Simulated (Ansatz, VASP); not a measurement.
# Cross-check of Y (Y(0001)) between VASP and Ansatz

One calculation is typed for both programs; each brings its own data sets and cutoff. How far apart do they land?

Calculated with Ansatz 0.2.0; plane waves, with VASP 6.6.1 beside it; band structure at PBE.

### 1. Starting point

The cell holds 5 atoms: 5 Y. Cell: a = 3.650 Å, b = 3.650 Å, c = 29.468 Å, α = 90.0°, β = 90.0°, γ = 60.0°. Vacuum lies along c.

### 2. Ansatz: band structure, PBE

Ansatz runs on its default PAW (the set named soft_2) files.

The same path points are solved in both programs, so levels can be compared one by one.

Input file input.yaml:

```yaml
crystal:
  lattice:
    - [3.65, 0.0, 0.0]
    - [1.825, 3.1609927238, 0.0]
    - [0.0, 0.0, 29.4683]
  atoms:
    - { symbol: "Y", position: [0.0, 0.0, 0.3054129353] }
    - { symbol: "Y", position: [0.6666666667, 0.6666666667, 0.4027064676] }
    - { symbol: "Y", position: [0.0, 0.0, 0.5] }
    - { symbol: "Y", position: [0.6666666667, 0.6666666667, 0.5972935324] }
    - { symbol: "Y", position: [0.0, 0.0, 0.6945870647] }
hamiltonian:
  xc: pbe
  pseudopotentials: { kind: paw }
kpoints:
  mp_grid: { grid: [18, 18, 1] }
  band_path:
    path:
      - [0.0, 0.0, 0.0]
      - [0.0, -0.03846, 0.0]
      - [0.0, -0.07692, 0.0]
      - [0.0, -0.15385, 0.0]
      - [0.0, -0.19231, 0.0]
      - [0.0, -0.26923, 0.0]
      - [0.0, -0.30769, 0.0]
      - [0.0, -0.34615, 0.0]
      - [0.0, -0.42308, 0.0]
      - [0.0, -0.46154, 0.0]
      - [0.0, -0.5, 0.0]
      - [0.02564, -0.48718, 0.0]
      - [0.05128, -0.47436, 0.0]
      - [0.10256, -0.44872, 0.0]
      - [0.12821, -0.4359, 0.0]
      - [0.17949, -0.41026, 0.0]
      - [0.20513, -0.39744, 0.0]
      - [0.25641, -0.37179, 0.0]
      - [0.28205, -0.35897, 0.0]
      - [0.30769, -0.34615, 0.0]
      - [0.33333, -0.33333, 0.0]
      - [0.30769, -0.30769, 0.0]
      - [0.25641, -0.25641, 0.0]
      - [0.23077, -0.23077, 0.0]
      - [0.20513, -0.20513, 0.0]
      - [0.15385, -0.15385, 0.0]
      - [0.12821, -0.12821, 0.0]
      - [0.07692, -0.07692, 0.0]
      - [0.05128, -0.05128, 0.0]
      - [0.0, 0.0, 0.0]
    npoints: 1
scf:
  occupations: { method: fermi_dirac, width: 0.1 }
  n_extra_bands: 8
efield:
  axis: 3
  dipole_correction: true
  ramp_width: 0.04
output:
  forces: true
  eigenvalues: true
  write_density: true
  write_potential: true
  elf: true
  volumetric_format: npy
```

Started as:

```sh
ansatz run input.yaml --threads 2 --pin off --max-ram 4608MiB --backend cpu --events-out ev --progress --plain --runs-dir out
```

Numbers of over 12 decimals in the logs are rounded to 6 here.

Log:

```text
scf.n_extra_bands = 8 over 28 filled bands (N_el = 55.0): the run solves 36 bands
Engine: ansatz 0.2.0, x86_64-unknown-linux-gnu
Pseudopotentials: kind: paw
Pseudopotential: Y, paw, valence charge 11, recommended cutoff 420 eV (normal), Y.paw.azcp
Functional definition: PBE
  parameter kappa = 0.804
  parameter beta = 0.066725
  exchange = pbe_x(kappa = kappa, mu = beta*pi^2/3)
  correlation = pbe_c(beta = beta)
Crystal: 5 atoms, lattice volume = 339.994 Å³
Basis set: ecut = 420 eV, 6519 PW (Γ), exchange–correlation on 50×50×400 points (8 copies of the dense FFT grid, shifted against one another)
Bands: 36, of which v1, the nominal top of the filled ones, is band 28 counted from 1 (27 counted from 0)
Symmetry: 6 space group operations
k-points: 37 of 324 (time reversal used)
Non-local potential: Y, projectors of the file, l = 0: 3, l = 1: 2, l = 2: 2, l = 3: 1
PAW form: soft (Blöchl's): semilocal exchange-correlation on the pseudo side does not see the compensation charge
PAW one-centre angular grid: Y, 590 points (default); XC on 64 Gauss nodes
Initial density: superposition of atomic densities (neutral atoms: chi_scale 0, normalization atom), corrected by the library's trained network
Initial wavefunctions: pseudopotential atomic-orbital guess
Functional: x = pbe(κ = 0.804, μ = 0.219515), c = pbe(β = 0.066725)
SCF iter   1: F=—  HF=-19242.079114 eV  |F-HF|=—  |Δ(HF+E_count)|=         —  Δρ=2.75e-3  dr2=8.05e-1  ethr=1.77e-3  p=0.000 e·Å  D=1.27e-13 V/Å  ΔV_dip=-0.00 eV  dr2_dipole=4.20e-7  V_vac-E_F(+/−)=2.98/2.98 eV  ⟨swp⟩=8.1  Hψ=5777  notcnv=0
efield: sawtooth ramp at fractional position 0.9800 (placed from the atoms, in the widest stretch of the axis that holds none; the zero of the levels goes with the place), width 0.0400; the density the first Hamiltonian is built on has a dipole p = 0.000 e·Å; the dipole correction subtracts the counter field D = 1.27e-13 V/Å, which shifts the + side's vacuum level by -0.00 eV against the − side's; the planar-averaged density in the ramp window peaks in size at 2.2e-5 e/Å³
preconditioner: auto → LDOS  [metal: Δε(μ)=0.002 eV  Ē_g=2.119 eV  σ=0.100 eV  W_gap=0.01  n_scr=36 (ndim 8)  ℏωp=7.8 eV  f_vac=0.446  D(μ)=12.12/eV (n_scr^D=112)  β→1.0]
SCF iter   2: F=—  HF=-19242.065776 eV  |F-HF|=—  |Δ(HF+E_count)|=   1.33e-2  Δρ=9.20e-4  dr2=1.10e-2  ethr=1.46e-3  p=0.000 e·Å  D=1.08e-5 V/Å  ΔV_dip=-0.00 eV  dr2_dipole=1.20e-6  V_vac-E_F(+/−)=3.25/3.25 eV  ⟨swp⟩=1.0  Hψ=1628  notcnv=0
SCF iter   3: F=—  HF=-19242.066053 eV  |F-HF|=—  |Δ(HF+E_count)|=   2.77e-4  Δρ=5.38e-4  dr2=7.18e-3  ethr=2.00e-5  p=-0.000 e·Å  D=-3.54e-6 V/Å  ΔV_dip=0.00 eV  dr2_dipole=2.10e-8  V_vac-E_F(+/−)=3.31/3.31 eV  ⟨swp⟩=2.0  Hψ=2192  notcnv=0
SCF iter   4: F=—  HF=-19242.065585 eV  |F-HF|=—  |Δ(HF+E_count)|=   4.68e-4  Δρ=1.51e-4  dr2=2.19e-4  ethr=1.31e-5  p=-0.000 e·Å  D=-4.09e-7 V/Å  ΔV_dip=0.00 eV  dr2_dipole=3.01e-10  V_vac-E_F(+/−)=3.33/3.33 eV  ⟨swp⟩=2.1  Hψ=1971  notcnv=0
SCF iter   5: F=—  HF=-19242.065597 eV  |F-HF|=—  |Δ(HF+E_count)|=   1.17e-5  Δρ=4.86e-5  dr2=3.45e-5  ethr=3.99e-7  p=0.000 e·Å  D=3.78e-7 V/Å  ΔV_dip=-0.00 eV  dr2_dipole=7.17e-9  V_vac-E_F(+/−)=3.36/3.36 eV  ⟨swp⟩=2.1  Hψ=2198  notcnv=0
SCF iter   6: F=—  HF=-19242.065526 eV  |F-HF|=—  |Δ(HF+E_count)|=   7.08e-5  Δρ=2.07e-5  dr2=6.91e-6  ethr=6.27e-8  p=-0.000 e·Å  D=-4.13e-7 V/Å  ΔV_dip=0.00 eV  dr2_dipole=1.33e-11  V_vac-E_F(+/−)=3.37/3.37 eV  ⟨swp⟩=2.9  Hψ=2369  notcnv=0
SCF iter   7: F=—  HF=-19242.065526 eV  |F-HF|=—  |Δ(HF+E_count)|=   2.31e-7  Δρ=7.03e-6  dr2=7.04e-7  ethr=1.26e-8  p=-0.000 e·Å  D=-9.78e-8 V/Å  ΔV_dip=0.00 eV  dr2_dipole=3.79e-10  V_vac-E_F(+/−)=3.37/3.37 eV  ⟨swp⟩=2.7  Hψ=1982  notcnv=0
SCF iter   8: F=-19242.065526 eV  HF=-19242.065526 eV  |F-HF|=5.32e-8  |Δ(HF+E_count)|=   6.60e-8  Δρ=2.60e-6  dr2=8.16e-8  ethr=1.82e-10  p=0.000 e·Å  D=2.84e-8 V/Å  ΔV_dip=-0.00 eV  dr2_dipole=1.86e-11  V_vac-E_F(+/−)=3.37/3.37 eV  ⟨swp⟩=12.3  Hψ=9866  notcnv=0
SCF 1 converged in 8 iterations: F = -19242.065526 eV  dr2 = 8.16e-8
  greatest PAW one-centre occupation: 0.994 electrons in one spin orbital (limit 2), on the Y atom at site 2 (counted from 0), in its partial waves of l = 0
NSCF: frozen V_eff on 30 k-points
efield: sawtooth ramp at fractional position 0.9800 (kept from the solve that this one continues, or follows in the run), width 0.0400; the density the first Hamiltonian is built on has a dipole p = 0.000 e·Å; the dipole correction subtracts the counter field D = 2.84e-8 V/Å, which shifts the + side's vacuum level by -0.00 eV against the − side's; the planar-averaged density in the ramp window peaks in size at 2.6e-7 e/Å³
WARN: The output density's exchange-correlation potential varies sharply where the density is thin. Do not read a vacuum level from v_tot or v_xc, or from such a field of the output density. On a cell that repeats whose density bears no net charge and no dipole along the vacuum's axis use v_es (v_loc + v_h of the components); under efield.dipole_correction with no amplitude use v_es + v_field, which holds any externa [...]
SCF converged after 8 iterations
Free energy (F): -19242.065526 eV
Harris-Foulkes:  -19242.065526 eV  (|F-HF|=5.32e-8)
Internal energy: -19241.698178 eV  (E = F + TS)
E sigma→0 (E₀):  -19241.881852 eV
Entropy (-TS):   -0.367348 eV (-73.470 meV/atom)
Fermi energy:    2.905513 eV
Dipole field:    D = 0.000004 V/Å  (p = 0.000008 e·Å, saw-weighted, corrected)
Work function:   Φ+ = 3.3706 eV   Φ− = 3.3707 eV
Levels:          The Fermi level and band energies are counted from a zero that moves with the ramp; work functions are not
--- Per-component energies (eV) ---
  E_band       = -969.498804
  E_kinetic    = 1518.849348
  E_local      = -34622.771569  (includes V_loc(G=0)·N_el)
  E_nonlocal   = 250.852691
  E_hartree    = 16569.423417
  E_xc         = -861.964357
  E_vxc        = -989.017094  (∫ρ·V_xc dr)
  E_paw        = -14126.726941  (= ΣΔE_a)
  E_vpaw       = -266.306297  (= ΣTr[D̂ρ^β])
  E_aug_tail   = 0.000017  (compensation charges beyond the density's cutoff)
  E_efield     = 0.000000  (sawtooth field / dipole correction)
  E_vefield    = 0.000000  (∫n·V_field dr)
  E_ewald      = 12030.639218
  E_smearing   = -0.367348  (= −TS)
  E_closure    = 0.000000  (closes the sum)
  Σ components = -19242.065526   (vs F -19242.065526, Δ=0.00e0)
--- Forces (eV/Å), atoms counted from 1 ---
  atom   1  Y     -0.00000000    -0.00000000     0.17681232
  atom   2  Y     -0.00000000     0.00000000    -0.17826060
  atom   3  Y      0.00000000    -0.00000000     0.00000170
  atom   4  Y      0.00000000     0.00000000     0.17825553
  atom   5  Y      0.00000000    -0.00000000    -0.17681022
  max |Σ_I F_I| component: 1.27e-6 eV/Å
--- Band table (eV; the first three rows and the last of 37) ---
  k-point 0: bands = [... 24 lower, 0.9116, 3.0842, 3.0878, 3.6511, 3.7206, 4.2254, 4.4647, 4.4647, ... 4 higher]
  k-point 1: bands = [... 24 lower, 0.9738, 3.0914, 3.0916, 3.5852, 3.6806, 4.2041, 4.3850, 4.3874, ... 4 higher]
  k-point 2: bands = [... 24 lower, 1.1530, 3.0826, 3.1014, 3.4093, 3.5867, 4.1132, 4.1164, 4.2144, ... 4 higher]
  k-point 36: bands = [... 24 lower, 2.3890, 2.4895, 2.4940, 2.7965, 2.8982, 3.1947, 3.3713, 3.4099, ... 4 higher]
```

Wall time 15 s (2 threads of Intel Xeon 6975P-C (Granite Rapids), shared host); peak memory 0.75 GiB; 30 s of CPU time.

The column dr2 measures how far the density is from self-consistency, as an energy; F and HF (Harris–Foulkes) agree once it is small.

(Part 1 of 2 ends here.)

[Lines on the potential files, build, host, timing and source positions are cut from VASP's logs without a mark.]

[Logs are printed without paths, hosts, clocks, repeated set-up lines and the standing remarks that a program may print on its own settings, such as how far it seeks lower states.]

[Hosts, paths, dates, database ids (printed as entryN), source tags and the programs' standing remarks are cut or masked in the printed files.]
